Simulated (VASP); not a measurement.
Output of a VASP run:

File OSZICAR:
```
       N       E                     dE             d eps       ncg     rms          rms(c)
DAV:   1     0.157828033395E+03    0.15783E+03   -0.13817E+04  1728   0.239E+03
DAV:   2     0.725973779259E+00   -0.15710E+03   -0.15241E+03  1827   0.467E+02
DAV:   3    -0.810459627076E+01   -0.88306E+01   -0.87837E+01  2156   0.125E+02
DAV:   4    -0.820108289681E+01   -0.96487E-01   -0.96461E-01  2051   0.134E+01
DAV:   5    -0.820269743114E+01   -0.16145E-02   -0.16145E-02  2295   0.158E+00    0.105E+01
DAV:   6    -0.129986027485E+02   -0.47959E+01   -0.18918E+01  1680   0.655E+01    0.445E+00
DAV:   7    -0.129384812285E+02    0.60122E-01   -0.23987E+00  2121   0.463E+01    0.330E+00
DAV:   8    -0.131032968309E+02   -0.16482E+00   -0.22248E-01  1834   0.976E+00    0.174E+00
DAV:   9    -0.131284660025E+02   -0.25169E-01   -0.22834E-01  2114   0.101E+01    0.345E-01
DAV:  10    -0.131217099446E+02    0.67561E-02   -0.27204E-02  1778   0.228E+00    0.748E-02
DAV:  11    -0.131241583039E+02   -0.24484E-02   -0.11957E-03  1785   0.644E-01    0.749E-02
DAV:  12    -0.131245352213E+02   -0.37692E-03   -0.26667E-04  2096   0.334E-01    0.265E-02
DAV:  13    -0.131245601696E+02   -0.24948E-04   -0.75567E-05  2305   0.141E-01    0.651E-03
DAV:  14    -0.131245898789E+02   -0.29709E-04   -0.16269E-05  1722   0.621E-02    0.407E-03
DAV:  15    -0.131245928791E+02   -0.30002E-05   -0.39578E-07  1113   0.105E-02    0.346E-03
DAV:  16    -0.131245947377E+02   -0.18586E-05   -0.44138E-07   931   0.182E-02    0.276E-03
DAV:  17    -0.131245946209E+02    0.11680E-06   -0.41799E-07   931   0.210E-02
   1 F= -.13124595E+02 E0= -.13124377E+02  d E =-.131246E+02
       N       E                     dE             d eps       ncg     rms          rms(c)
DAV:   1    -0.131303406921E+02   -0.57460E-02   -0.91661E-02  1701   0.560E+00    0.511E-01
DAV:   2    -0.131248642972E+02    0.54764E-02   -0.16070E-02  1953   0.293E+00    0.184E-01
DAV:   3    -0.131246928365E+02    0.17146E-03   -0.79266E-04  1729   0.367E-01    0.115E-01
DAV:   4    -0.131245090005E+02    0.18384E-03   -0.17948E-04  2278   0.410E-01    0.368E-02
DAV:   5    -0.131245743914E+02   -0.65391E-04   -0.83872E-05  1787   0.218E-01    0.525E-03
DAV:   6    -0.131245785370E+02   -0.41456E-05   -0.59638E-06  1806   0.738E-02    0.151E-03
DAV:   7    -0.131245791709E+02   -0.63391E-06   -0.57255E-07   875   0.242E-02
   2 F= -.13124579E+02 E0= -.13124362E+02  d E =0.154500E-04
       N       E                     dE             d eps       ncg     rms          rms(c)
DAV:   1    -0.131263781173E+02   -0.17996E-02   -0.27398E-02  1701   0.309E+00    0.279E-01
DAV:   2    -0.131247785601E+02    0.15996E-02   -0.47266E-03  1953   0.155E+00    0.102E-01
DAV:   3    -0.131247132360E+02    0.65324E-04   -0.23601E-04  1729   0.198E-01    0.638E-02
DAV:   4    -0.131246429894E+02    0.70247E-04   -0.58589E-05  2278   0.226E-01    0.182E-02
DAV:   5    -0.131246594412E+02   -0.16452E-04   -0.27348E-05  1795   0.128E-01    0.291E-03
DAV:   6    -0.131246610284E+02   -0.15872E-05   -0.16178E-06  1272   0.403E-02    0.894E-04
DAV:   7    -0.131246610464E+02   -0.18041E-07   -0.34394E-07   847   0.174E-02
   3 F= -.13124661E+02 E0= -.13124444E+02  d E =-.664255E-04
```

**OUTCAR**
```
------------------------ aborting loop because EDIFF is reached ----------------------------------------
  FORCE on cell =-STRESS in cart. coord.  units (eV):
  Direction    XX          YY          ZZ          XY          YZ          ZX
  --------------------------------------------------------------------------------------
  Total        0.0070417      0.0070417      0.0070417      0.0000000     -0.0000000      0.0000000
  in kB        0.3617221      0.3617221      0.3617221      0.0000000     -0.0000000      0.0000000
  external PRESSURE =       0.3617221 kB  Pullay stress =       0.0000000 kB
  volume of cell :       31.19
      direct lattice vectors                 reciprocal lattice vectors
     3.147786883  0.000000000  0.000000000     0.317683515 -0.000000000  0.000000000
     0.000000000  3.147786883  0.000000000    -0.000000000  0.317683515  0.000000000
    -0.000000000 -0.000000000  3.147786883    -0.000000000 -0.000000000  0.317683515
 POSITION                                       TOTAL-FORCE (eV/Angst)
 -----------------------------------------------------------------------------------
      1.57389      1.57389      1.57389        -0.000000     -0.000000      0.000000
      0.00000      0.00000      0.00000         0.000000      0.000000      0.000000
 -----------------------------------------------------------------------------------
    total drift:                                0.000000      0.000000     -0.000000
  FREE ENERGIE OF THE ION-ELECTRON SYSTEM (eV)
  ---------------------------------------------------
  free  energy   TOTEN  =       -13.1246610464 eV

  energy  without entropy=      -13.1240085100  energy(sigma->0) =      -13.12444353

 reached required accuracy - stopping structural energy minimisation
```
(Selected blocks of OUTCAR.)

File POSCAR:
```
AuZn
1
    3.1500000000     0.0000000000     0.0000000000
    0.0000000000     3.1500000000     0.0000000000
    0.0000000000     0.0000000000     3.1500000000
Zn Au
1 1
Direct
  0.5000000000   0.5000000000   0.5000000000
  0.0000000000   0.0000000000   0.0000000000
```

Q: Write an INCAR and KPOINTS that could have produced this output.

A: One answer among several that fit: the input of the run itself, TPSS meta-GGA, plane waves, VASP's PBE PAW potentials (set 64).

### KPOINTS
```
kpoints
0
gamma
10 10 10
0 0 0
```

**INCAR**
```
! general
SYSTEM  = AuZn
PREC    = Accurate
ENCUT   = 520
LREAL   = .FALSE.   ! projection in real space or not
LASPH   = .TRUE.   ! aspherical one-centre terms

! electronic loop
EDIFF   = 1E-6   ! SCF stop (eV)
NELM    = 100
ALGO    = Normal   ! blocked Davidson
LMAXMIX = 6
LMIXTAU = .TRUE.

! smearing
ISMEAR  = 1   ! Methfessel-Paxton
SIGMA   = 0.1   ! width (eV)

! functional
METAGGA = TPSS

! ions
IBRION  = 2   ! conjugate gradients
NSW     = 60   ! most ionic steps
ISIF    = 3   ! ions, shape and volume
EDIFFG  = -0.01

! output
LWAVE   = .FALSE.
LCHARG  = .FALSE.
```

POTCAR, in this order: Zn Au (PBE.64 set). Program: vasp_std.

The compound is AuZn in the CsCl type structure. This run relaxes it. Symmetry was kept, so distortions that lower it aren't found. The electron count is odd and the run is not spin-polarised, which forces a metal.
